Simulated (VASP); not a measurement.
Here is the system:

```
AlRu
1.0
    2.94350     0.00000     0.00000
    0.00000     2.94350     0.00000
    0.00000     0.00000     2.94350
Al Ru
1 1
Direct
  0.50000   0.50000   0.50000
  0.00000   0.00000   0.00000
```

Method: AM05 GGA, VASP's PBE PAW potentials (set 64) (plane waves; VASP). Run with 520 eV cut-off, 12×12×12 Γ-centred mesh, first-order Methfessel-Paxton smearing of 0.10 eV, potentials Al Ru_pv.

Give the stress tensor in GPa (positive for a compressed cell).

```
7.02  0.00  0.00
0.00  7.02  0.00
0.00  0.00  7.02
```
The pressure is its mean diagonal, 7.02 GPa.

The compound is RuAl in the CsCl type structure. This cell is one point of a volume scan, at 0.97 of the reference volume. The electron count is odd and the run is not spin-polarised, which forces a metal.
